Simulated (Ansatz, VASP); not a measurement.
**Two plane-wave programs on Si**

INCAR

```
SYSTEM = Si
PREC = Accurate ; ENCUT = 520
EDIFF = 1E-6 ; ISMEAR = 0
SIGMA = 0.05 ; LREAL = .FALSE.
LASPH = .TRUE. ; NELM = 60
ALGO = Normal ; ISIF = 2
LWAVE = .FALSE. ; LCHARG = .TRUE.
GGA = CA ; LELF = .TRUE.
LVHAR = .TRUE. ; NBANDS = 11
```

Contents of KPOINTS:

```
Automatic mesh
0
G
  12 12 12
  0 0 0
```

Contents of POSCAR:

```
Si
1.0
    0.0000000000      2.8665413127      2.5701409409
    2.8665413127      0.0000000000      2.5701409409
    2.8665413127      2.8665413127      0.0000000000
Si
2
Direct
    0.5000000000      0.5000000000      0.5000000000
    0.7500000000      0.7500000000      0.7500000000
```

Input for Ansatz:

```yaml
crystal:
  lattice:
    - [0.0, 2.8665413127, 2.5701409409]
    - [2.8665413127, 0.0, 2.5701409409]
    - [2.8665413127, 2.8665413127, 0.0]
  atoms:
    - { symbol: Si, position: [0.5, 0.5, 0.5] }
    - { symbol: Si, position: [0.75, 0.75, 0.75] }
basis:
  ecutwfc: 420
kpoints:
  mp_grid: { grid: [12, 12, 12] }
hamiltonian:
  xc: lda
  pseudopotentials: { kind: paw, azcp: { folder: soft_1 } }
scf:
  occupations: { method: gaussian, width: 0.05 }
output:
  forces: true
  stress: true
  eigenvalues: true
```

Alike in both runs: task single point; functional LDA; k mesh 12 × 12 × 12; occupations gaussian, width 0.05 eV; no spin polarisation.

```csv
,VASP,Ansatz
version,VASP 6.6.1,Ansatz 0.2.0
potentials or method,"VASP PAW LDA potentials, release 64 (Si)","scalar-relativistic, plane waves, PAW"
plane-wave cutoff (eV),520,420
valence electrons in the cell,8,8
```

```csv
,VASP,Ansatz,Ansatz less VASP
gap on the k mesh at the Fermi level (eV),none,none,-
pressure (GPa),-6.1,-6.1,-0.04
largest component of the traceless stress (GPa),5.56,5.56,+0.003
```

A gap of «none» marks a metal or a gap that the smearing closes. Ansatz warned: «pseudo_functional_mismatch».
